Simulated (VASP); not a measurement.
OSZICAR of a VASP run on AuZn:

OSZICAR:
```
       N       E                     dE             d eps       ncg     rms          rms(c)
DAV:   1     0.569360253187E+03    0.56936E+03   -0.32288E+04  1494   0.116E+03
DAV:   2     0.243986949330E+02   -0.54496E+03   -0.51942E+03  1566   0.316E+02
DAV:   3    -0.230188398916E+02   -0.47418E+02   -0.46274E+02  1596   0.109E+02
DAV:   4    -0.240580103842E+02   -0.10392E+01   -0.10349E+01  1668   0.165E+01
DAV:   5    -0.240788427421E+02   -0.20832E-01   -0.20830E-01  1941   0.180E+00    0.166E+01
DAV:   6    -0.228168862745E+02    0.12620E+01   -0.13578E+01  2022   0.417E+01    0.118E+01
DAV:   7    -0.484778268220E+02   -0.25661E+02   -0.12563E+02  2378   0.150E+02    0.301E+01
DAV:   8    -0.222027704095E+02    0.26275E+02   -0.17650E+02  2436   0.753E+01    0.569E+00
DAV:   9    -0.223591216052E+02   -0.15635E+00   -0.15951E+01  2149   0.445E+01    0.340E+00
DAV:  10    -0.219755702632E+02    0.38355E+00   -0.68110E+00  1817   0.227E+01    0.154E+00
DAV:  11    -0.219712261588E+02    0.43441E-02   -0.59383E-01  1545   0.684E+00    0.108E+00
DAV:  12    -0.219651568656E+02    0.60693E-02   -0.87488E-02  1686   0.378E+00    0.884E-01
DAV:  13    -0.219600747846E+02    0.50821E-02   -0.15296E-02  1754   0.142E+00    0.750E-01
DAV:  14    -0.219659469659E+02   -0.58722E-02   -0.12086E-01  1812   0.429E+00    0.767E-01
DAV:  15    -0.219613127449E+02    0.46342E-02   -0.25669E-02  1599   0.131E+00    0.639E-01
DAV:  16    -0.219460914791E+02    0.15221E-01   -0.42832E-02  2062   0.278E+00    0.303E-01
DAV:  17    -0.219436042148E+02    0.24873E-02   -0.12422E-02  1784   0.145E+00    0.151E-01
DAV:  18    -0.219435573834E+02    0.46831E-04   -0.19434E-03  1789   0.487E-01    0.117E-01
DAV:  19    -0.219430486142E+02    0.50877E-03   -0.15762E-03  1784   0.531E-01    0.480E-02
DAV:  20    -0.219430565108E+02   -0.78966E-05   -0.68083E-04  1588   0.213E-01    0.420E-02
DAV:  21    -0.219430306199E+02    0.25891E-04   -0.17676E-04  1632   0.123E-01    0.220E-02
DAV:  22    -0.219430463607E+02   -0.15741E-04   -0.48503E-05  1729   0.988E-02    0.149E-02
DAV:  23    -0.219430963967E+02   -0.50036E-04   -0.57516E-05  1518   0.500E-02    0.857E-03
DAV:  24    -0.219431362437E+02   -0.39847E-04   -0.53344E-06  1488   0.270E-02    0.710E-03
DAV:  25    -0.219432044777E+02   -0.68234E-04   -0.68848E-06  1127   0.281E-02    0.380E-03
DAV:  26    -0.219432336409E+02   -0.29163E-04   -0.27612E-06  1043   0.108E-02    0.325E-03
DAV:  27    -0.219432505067E+02   -0.16866E-04   -0.20691E-06  1064   0.144E-02    0.260E-03
DAV:  28    -0.219432645843E+02   -0.14078E-04   -0.10684E-06  1043   0.601E-03    0.168E-03
DAV:  29    -0.219432714793E+02   -0.68950E-05   -0.43785E-07   988   0.590E-03    0.179E-03
DAV:  30    -0.219432753040E+02   -0.38248E-05   -0.53877E-07   992   0.868E-03    0.112E-03
DAV:  31    -0.219432765659E+02   -0.12619E-05   -0.86835E-08   909   0.272E-03    0.799E-04
DAV:  32    -0.219432782038E+02   -0.16379E-05   -0.10607E-07   958   0.241E-03    0.626E-04
DAV:  33    -0.219432785847E+02   -0.38091E-06   -0.57203E-08   958   0.148E-03
   1 F= -.21943279E+02 E0= -.21937674E+02  d E =-.168152E-01
```

### Question
Which electronic solver shows in the log?

### Answer
It is blocked Davidson (ALGO = Normal, or the opening steps of other solvers). The INCAR had ALGO = Normal.

### Question
Can the final energy be trusted as converged?

### Answer
The run converged. It stopped with EDIFF = 1E-6, NELM = 100 (PBEsol GGA, plane waves, VASP's PBE PAW potentials (set 64)).  The cell holds a wide vacuum, so values per volume refer to the whole cell.

The cell is a sheet with vacuum, built from a database entry that may be metastable or hypothetical.
